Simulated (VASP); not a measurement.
OSZICAR of a VASP run on C (diamond):

**OSZICAR**
```
       N       E                     dE             d eps       ncg     rms          rms(c)
DAV:   1     0.174409771155E+00    0.17441E+00   -0.51848E+03  1720   0.992E+02
DAV:   2    -0.187085283423E+02   -0.18883E+02   -0.18597E+02  2584   0.115E+02
DAV:   3    -0.188346139692E+02   -0.12609E+00   -0.12609E+00  1776   0.118E+01
DAV:   4    -0.188348769282E+02   -0.26296E-03   -0.26296E-03  2408   0.495E-01
DAV:   5    -0.188348769897E+02   -0.61574E-07   -0.61574E-07  1752   0.605E-03    0.560E+00
DAV:   6    -0.183463985607E+02    0.48848E+00   -0.37393E-01  1728   0.490E+00    0.337E+00
DAV:   7    -0.181820610863E+02    0.16434E+00   -0.41221E-01  1952   0.525E+00    0.775E-01
DAV:   8    -0.181833474937E+02   -0.12864E-02   -0.18085E-03  1728   0.492E-01    0.472E-02
DAV:   9    -0.181833631270E+02   -0.15633E-04   -0.13230E-04  2424   0.102E-01    0.273E-02
DAV:  10    -0.181833756797E+02   -0.12553E-04   -0.13418E-05  1696   0.429E-02    0.632E-03
DAV:  11    -0.181833755276E+02    0.15218E-06   -0.38016E-08  2296   0.217E-03    0.133E-03
DAV:  12    -0.181833755214E+02    0.61392E-08   -0.10309E-08   864   0.130E-03
   1 F= -.18612090E+02 E0= -.18612090E+02  d E =0.000000E+00
```

Problem. Which electronic solver shows in the log?

Solution. It is blocked Davidson (ALGO = Normal, or the opening steps of other solvers). The INCAR had ALGO = Normal.

Problem. Can the final energy be trusted as converged?

Solution. Self-consistency was reached. It stopped with EDIFF = 1E-7, NELM = 100 (PBE GGA with D4 dispersion, plane waves, VASP's PBE PAW potentials (set 64)).

The compound is C in the diamond structure. It was relaxed first.
